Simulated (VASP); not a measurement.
Input:

```
CELL_PARAMETERS angstrom
      0.00000     2.64541     2.64541
      2.64541     0.00000     2.64541
      2.64541     2.64541     0.00000
ATOMIC_POSITIONS crystal
  Mg 0.00000 0.00000 0.00000
  S  0.50000 0.50000 0.50000
```

Level of theory: PBE GGA with D3 dispersion (zero damping), VASP's PBE PAW potentials (set 64) (plane waves; VASP 6.6.1). Run with 520 eV cut-off, 9×9×9 Γ-centred mesh, Gaussian smearing of 0.050 eV, potentials Mg S.

Q: Predict the energy per atom (σ→0), pressure.

A: 
```yaml
energy per atom (σ→0): -4.468 eV/atom
pressure: -4.13 GPa
```

The compound is MgS in the rock salt structure. This cell is one point of a volume scan, at 1.06 of the reference volume.
